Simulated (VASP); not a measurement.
# Co3Bi2: relaxation of cell and atoms with PBE

The system is Co3Bi2.

```
Bi Co
1.0
     4.81442    0.00000    0.00000
     0.00000    4.81442    0.00000
     0.00000    0.00000    4.81442
Bi Co
2 3
Direct
  0.50000 0.50000 0.50000
  0.00000 0.00000 0.00000
  0.50000 0.00000 0.00000
  0.00000 0.50000 0.00000
  0.00000 0.00000 0.50000
```

The cell was built by a generator and needn't be a form met in nature.

```yaml
Program: VASP 6.6.1
Task: relaxation of cell and atoms
Functional: PBE
Potentials_or_basis: VASP PAW PBE potentials, release 64 (Bi_d, Co)
Cutoff: 600 eV
k_mesh: 6 × 6 × 6
Occupations: methfessel-paxton, width 0.2 eV
Spin: collinear spin, ferromagnetic start
Starting_moments: "[0.0, 0.0, 2.0, 2.0, 2.0] μB"
Further_INCAR_settings: ALGO = Normal; EDIFF = 1e-07; IBRION = 2; EDIFFG = -0.01; NSW = 40; ISIF = 3
```

- Pressure after relaxing: 0.0 GPa
- Band gap on the k mesh: none (metal or under the smearing width)
- Net moment: 3.31 μB per cell
- Site moments: Bi -0.07, -0.05; Co +1.18 μB
- Valence electrons inside the program's atomic spheres: Bi 12.58, 13.29; Co 8.04

Final structure:
```cif
data_structure
_symmetry_space_group_name_H-M 'P 1'
_symmetry_Int_Tables_number 1
_cell_length_a 4.8144
_cell_length_b 4.8144
_cell_length_c 4.8144
_cell_angle_alpha 90.000
_cell_angle_beta 90.000
_cell_angle_gamma 90.000
_cell_volume 111.59
loop_
_atom_site_label
_atom_site_type_symbol
_atom_site_fract_x
_atom_site_fract_y
_atom_site_fract_z
_atom_site_occupancy
Bi1 Bi 0.50000 0.50000 0.50000 1
Bi2 Bi 0.00000 0.00000 0.00000 1
Co1 Co 0.50000 0.00000 0.00000 1
Co2 Co 0.00000 0.50000 0.00000 1
Co3 Co 0.00000 0.00000 0.50000 1
```

Levels at points of the mesh, in eV from the Fermi level:
Spin up:
| k point | band 26 | band 27 | band 28 | band 29 | band 30 | band 31 | band 32 | band 33 | band 34 | band 35 |
| --- | --- | --- | --- | --- | --- | --- | --- | --- | --- | --- |
| (0.00, 0.00, 0.00) | -1.15 | -1.15 | -1.13 | -1.13 | -1.13 | 0.89 | 0.89 | 0.89 | 1.67 | 1.67 |
| (0.50, 0.00, 0.00) | -1.24 | -1.22 | -1.13 | -0.33 | -0.33 | 0.48 | 0.52 | 0.52 | 2.24 | 3.51 |
| (0.50, 0.50, 0.00) | -1.16 | -1.16 | -1.08 | -1.00 | 0.64 | 1.32 | 1.68 | 1.91 | 1.95 | 1.95 |
| (0.50, 0.50, 0.50) | -1.31 | -1.31 | -1.23 | -1.01 | -1.01 | -0.26 | -0.26 | -0.26 | 7.00 | 7.00 |
Spin down:
```tsv
k point	band 25	band 26	band 27	band 28	band 29	band 30
(0.00, 0.00, 0.00)	-0.41	-0.41	0.02	0.02	0.02	0.61
(0.50, 0.00, 0.00)	-0.30	-0.13	0.02	0.28	0.45	0.45
(0.50, 0.50, 0.00)	-0.43	-0.35	0.18	0.38	0.38	1.35
(0.50, 0.50, 0.50)	-0.61	-0.36	-0.36	0.38	0.38	0.38
```

Wall time 98 s on 1 thread of AMD EPYC 9R45 96-Core Processor (Zen 5) (shared host), peak memory 0.33 GiB.

Caveat: the relaxation stopped at its first step, so nothing moved; spin-orbit coupling is left out, which moves the levels of the heavy elements.
